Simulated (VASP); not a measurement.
Input of a VASP 6.6.1 run:

Contents of INCAR:

```
SYSTEM = Be3CdSe4
PREC = Accurate
ENCUT = 520
EDIFF = 1E-6
ISMEAR = 0
SIGMA = 0.03
LREAL = .FALSE.
LASPH = .TRUE.
NELM = 150
ALGO = Normal
ISIF = 2
LWAVE = .FALSE.
LCHARG = .FALSE.
METAGGA = R2SCAN
LMIXTAU = .TRUE.
KPAR = 4
```

Contents of KPOINTS:

```
regular mesh
0
G
  6 6 6
  0 0 0
```

The input POSCAR:

```
Be3CdSe4                                
1.0
    5.4512255970      0.0000000000     -0.0000000000
   -0.0000000000      5.4512255970      0.0000000000
   -0.0000000000      0.0000000000      5.4512255970
  Be              Cd              Se            
     3     1     4
Direct
     0.5000000000000000    1.0000000000000000    0.5000000000000000
     1.0000000000000000    0.5000000000000000    0.5000000000000000
     0.5000000000000000    0.5000000000000000    1.0000000000000000
     1.0000000000000000    1.0000000000000000    1.0000000000000000
     0.7271972660873262    0.7271972660873262    0.2728027339126738
     0.2728027339126738    0.2728027339126738    0.2728027339126738
     0.7271972660873262    0.2728027339126738    0.7271972660873262
     0.2728027339126738    0.7271972660873262    0.7271972660873262
```

Potentials or basis: VASP PAW PBE potentials, release 64 (Be, Cd, Se).

Launch:

```bash
$ cat potpaw_PBE.64/Be/POTCAR potpaw_PBE.64/Cd/POTCAR potpaw_PBE.64/Se/POTCAR > POTCAR
$ mpirun -np 4 vasp_std > vasp.out
```

Q: What does it give for the band gap on the k mesh?

A: 3.17 eV, direct.

Q: Estimate the largest force.

A: 0.123 eV/Å.

Q: Predict the pressure.

A: -1.0 GPa.

Forces in eV/Å, atoms in the order of the input:
```
Be   0.000  0.000  0.000
Be   0.000  0.000  0.000
Be   0.000  0.000  0.000
Cd   0.000  0.000  0.000
Se   0.071  0.071 -0.071
Se  -0.071 -0.071 -0.071
Se   0.071 -0.071  0.071
Se  -0.071  0.071  0.071
```

Caveat: the PAW data sets were made with another functional, which shifts forces and pressure a little. A k mesh can miss the band edges.
